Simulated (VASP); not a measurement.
```xyz
6
Lattice="5.1341 0.0000 0.0000 0.0000 5.1341 0.0000 0.0000 0.0000 3.4532" Properties=species:S:1:pos:R:3 pbc="T T T"
Pb     5.1341     0.0000     0.0000
Pb     2.5671     2.5671     1.7266
O      1.5828     1.5828     3.4532
O      4.1499     0.9842     1.7266
O      0.9842     4.1499     1.7266
O      3.5513     3.5513     0.0000
```

The numbers are results of revPBE GGA, VASP's PBE PAW potentials (set 64) (plane waves; VASP), not measurements. Run with 520 eV cut-off, 5×5×7 Γ-centred mesh, tetrahedra with Blöchl corrections, potentials Pb_d O.

Predict the energy per atom (σ→0).

```yaml
energy per atom (σ→0): -4.979 eV/atom
```

Only differences to runs with the same potentials and settings are physical.

The compound is PbO2 in the rutile structure. It was relaxed first, which changed the volume by +9 %.
